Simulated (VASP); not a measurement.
Level of theory: r2SCAN+rVV10, VASP's PBE PAW potentials (set 64) (plane waves; VASP).

A VASP calculation is set up with these files.

File KPOINTS:
```
Automatic mesh
0
Gamma
9 9 3
0 0 0
```

**INCAR**
```
SYSTEM  =  La
PREC  =  Accurate; ENCUT  =  520; LREAL  =  F
LASPH  =  T
EDIFF  =  1E-6; NELM  =  100; ALGO  =  Normal
LMAXMIX  =  6; LMIXTAU  =  T
ISMEAR  =  1; SIGMA  =  0.1
METAGGA  =  R2SCAN; LUSE_VDW  =  T; BPARAM  =  11.95
CPARAM  =  0.0093
IBRION  =  2; NSW  =  60; ISIF  =  3
EDIFFG  =  -0.02
LWAVE  =  F; LCHARG  =  F
```

**POSCAR**
```
La
1.0
  1.8768779117  -3.2508481261   0.0000000000
  1.8768779117   3.2508481261   0.0000000000
  0.0000000000   0.0000000000  11.9979876695
La
4
Cartesian
  0.0000000000   0.0000000000   5.9989938348
  0.0000000000   0.0000000000   0.0000000000
  1.8768779117   1.0836182093   2.9994969174
  1.8768779117  -1.0836182093   8.9984907521
```

POTCAR, in this order: La (PBE.64 set). Program: vasp_std.

Output

### OSZICAR
```
       N       E                     dE             d eps       ncg     rms          rms(c)
DAV:   1     0.476424869469E+03    0.47642E+03   -0.15363E+04  1264   0.238E+03
DAV:   2     0.895079179531E+01   -0.46747E+03   -0.46188E+03  1920   0.478E+02
DAV:   3    -0.113868832549E+03   -0.12282E+03   -0.12187E+03  2308   0.291E+02
DAV:   4    -0.129642700319E+03   -0.15774E+02   -0.15506E+02  2304   0.105E+02
DAV:   5    -0.131975996637E+03   -0.23333E+01   -0.22593E+01  2432   0.355E+01    0.582E+00
DAV:   6    -0.125737726560E+03    0.62383E+01   -0.42097E+00  2264   0.162E+01    0.325E+00
DAV:   7    -0.116934138333E+03    0.88036E+01   -0.40328E+00  1744   0.165E+01    0.122E+00
DAV:   8    -0.119917824108E+03   -0.29837E+01   -0.27386E+00  2096   0.155E+01    0.823E-01
DAV:   9    -0.118126980200E+03    0.17908E+01   -0.46787E-01  2120   0.720E+00    0.224E-01
DAV:  10    -0.117944928277E+03    0.18205E+00   -0.27147E-01  1760   0.450E+00    0.179E-01
DAV:  11    -0.118151233467E+03   -0.20631E+00   -0.15404E-01  1882   0.288E+00    0.141E-01
DAV:  12    -0.118180984466E+03   -0.29751E-01   -0.32056E-02  2100   0.149E+00    0.166E-01
DAV:  13    -0.118144928654E+03    0.36056E-01   -0.29566E-02  1714   0.124E+00    0.206E-01
DAV:  14    -0.118072313816E+03    0.72615E-01   -0.29758E-02  1756   0.118E+00    0.123E-01
DAV:  15    -0.118180481038E+03   -0.10817E+00   -0.91480E-02  1392   0.219E+00    0.611E-02
DAV:  16    -0.118184623142E+03   -0.41421E-02   -0.19485E-02  2108   0.108E+00    0.471E-02
DAV:  17    -0.118185149886E+03   -0.52674E-03   -0.12348E-03  2160   0.353E-01    0.379E-02
DAV:  18    -0.118184834783E+03    0.31510E-03   -0.19725E-04  2272   0.135E-01    0.304E-02
DAV:  19    -0.118184312939E+03    0.52184E-03   -0.62224E-05  2032   0.649E-02    0.258E-02
DAV:  20    -0.118185913870E+03   -0.16009E-02   -0.63597E-04  1380   0.184E-01    0.136E-02
DAV:  21    -0.118186109211E+03   -0.19534E-03   -0.13377E-04  2096   0.102E-01    0.731E-03
DAV:  22    -0.118186046919E+03    0.62292E-04   -0.31496E-05  1856   0.519E-02    0.558E-03
DAV:  23    -0.118186178523E+03   -0.13160E-03   -0.28548E-05  1736   0.443E-02    0.437E-03
DAV:  24    -0.118186362502E+03   -0.18398E-03   -0.75439E-05  1644   0.721E-02    0.338E-03
DAV:  25    -0.118186353415E+03    0.90875E-05   -0.36155E-06  1236   0.208E-02    0.312E-03
DAV:  26    -0.118186377897E+03   -0.24482E-04   -0.42024E-06  1036   0.275E-02    0.229E-03
DAV:  27    -0.118186381911E+03   -0.40142E-05   -0.30213E-06  1032   0.262E-02    0.141E-03
DAV:  28    -0.118186383297E+03   -0.13855E-05   -0.17111E-06   816   0.285E-02    0.543E-04
DAV:  29    -0.118186383266E+03    0.31062E-07   -0.11279E-06   810   0.233E-02
   1 F= -.11818638E+03 E0= -.11818617E+03  d E =-.118186E+03
       N       E                     dE             d eps       ncg     rms          rms(c)
DAV:   1    -0.118190295056E+03   -0.39118E-02   -0.29305E-01  1968   0.955E+00    0.301E-01
DAV:   2    -0.118186942925E+03    0.33521E-02   -0.13929E-02  2230   0.136E+00    0.159E-01
DAV:   3    -0.118186960648E+03   -0.17722E-04   -0.65647E-03  2120   0.789E-01    0.365E-02
DAV:   4    -0.118187038248E+03   -0.77601E-04   -0.81750E-04  2214   0.267E-01    0.273E-02
DAV:   5    -0.118187077004E+03   -0.38756E-04   -0.23235E-04  2064   0.124E-01    0.163E-02
DAV:   6    -0.118187143079E+03   -0.66075E-04   -0.11320E-04  2230   0.109E-01    0.887E-03
DAV:   7    -0.118187161908E+03   -0.18829E-04   -0.23981E-05  2064   0.359E-02    0.266E-03
DAV:   8    -0.118187158890E+03    0.30188E-05   -0.37552E-06  1290   0.247E-02    0.181E-03
DAV:   9    -0.118187161338E+03   -0.24481E-05   -0.11330E-06   830   0.217E-02    0.707E-04
DAV:  10    -0.118187159839E+03    0.14986E-05   -0.53729E-07   774   0.181E-02    0.609E-04
DAV:  11    -0.118187160617E+03   -0.77834E-06   -0.36300E-07   762   0.140E-02
   2 F= -.11818716E+03 E0= -.11818709E+03  d E =-.777352E-03
       N       E                     dE             d eps       ncg     rms          rms(c)
DAV:   1    -0.118191679061E+03   -0.45192E-02   -0.41320E-01  1964   0.114E+01    0.358E-01
DAV:   2    -0.118186990831E+03    0.46882E-02   -0.19634E-02  2220   0.160E+00    0.189E-01
DAV:   3    -0.118187005086E+03   -0.14256E-04   -0.92462E-03  2120   0.936E-01    0.432E-02
DAV:   4    -0.118187121694E+03   -0.11661E-03   -0.11660E-03  2228   0.320E-01    0.323E-02
DAV:   5    -0.118187169946E+03   -0.48252E-04   -0.32775E-04  2064   0.149E-01    0.194E-02
DAV:   6    -0.118187266430E+03   -0.96484E-04   -0.15921E-04  2228   0.130E-01    0.107E-02
DAV:   7    -0.118187289414E+03   -0.22984E-04   -0.33240E-05  2144   0.422E-02    0.324E-03
DAV:   8    -0.118187286407E+03    0.30064E-05   -0.54800E-06  1440   0.295E-02    0.221E-03
DAV:   9    -0.118187289463E+03   -0.30553E-05   -0.17441E-06   896   0.248E-02    0.878E-04
DAV:  10    -0.118187287743E+03    0.17194E-05   -0.74236E-07   780   0.206E-02    0.684E-04
DAV:  11    -0.118187288592E+03   -0.84892E-06   -0.43147E-07   744   0.159E-02
   3 F= -.11818729E+03 E0= -.11818737E+03  d E =-.905326E-03
```

OUTCAR:
```
------------------------ aborting loop because EDIFF is reached ----------------------------------------
  FORCE on cell =-STRESS in cart. coord.  units (eV):
  Direction    XX          YY          ZZ          XY          YZ          ZX
  --------------------------------------------------------------------------------------
  Total        0.0432846      0.0432846      0.0651639      0.0000000     -0.0000000      0.0000000
  in kB        0.4767282      0.4767282      0.7177026      0.0000000     -0.0000000      0.0000000
  external PRESSURE =       0.5570530 kB  Pullay stress =       0.0000000 kB
  volume of cell :      145.47
      direct lattice vectors                 reciprocal lattice vectors
     1.878151097 -3.253053347  0.000000000     0.266219263 -0.153701752 -0.000000000
     1.878151097  3.253053347  0.000000000     0.266219263  0.153701752  0.000000000
     0.000000000 -0.000000000 11.904782870    -0.000000000 -0.000000000  0.083999852
 POSITION                                       TOTAL-FORCE (eV/Angst)
 -----------------------------------------------------------------------------------
      0.00000     -0.00000      5.95239         0.000000     -0.000000      0.000000
      0.00000     -0.00000      0.00000         0.000000     -0.000000      0.000000
      1.87815      1.08435      2.97620         0.000000      0.000000      0.000000
      1.87815     -1.08435      8.92859        -0.000000     -0.000000     -0.000000
 -----------------------------------------------------------------------------------
    total drift:                                0.000000      0.000000      0.000000
  FREE ENERGIE OF THE ION-ELECTRON SYSTEM (eV)
  ---------------------------------------------------
  free  energy   TOTEN  =      -118.1872885920 eV

  energy  without entropy=     -118.1875436325  energy(sigma->0) =     -118.18737361

 reached required accuracy - stopping structural energy minimisation
```
(Selected blocks of OUTCAR.)

**CONTCAR**
```
La
   1.00000000000000
     1.8781510965584880   -3.2530533474170253    0.0000000000000000
     1.8781510965584880    3.2530533474170253    0.0000000000000000
     0.0000000000000000   -0.0000000000000000   11.9047828695969073
  La
     4
Direct
     0.0000000000000000    0.0000000000000000    0.5000000000000000
     0.0000000000000000    0.0000000000000000    0.0000000000000000
     0.3333330000000032    0.6666669999999968    0.2500000000000000
     0.6666669999999968    0.3333330000000032    0.7500000000000000
```

The compound is La in the dhcp structure. This run relaxes it. Symmetry was kept, so distortions that lower it aren't found. The start is the result of an earlier pass.
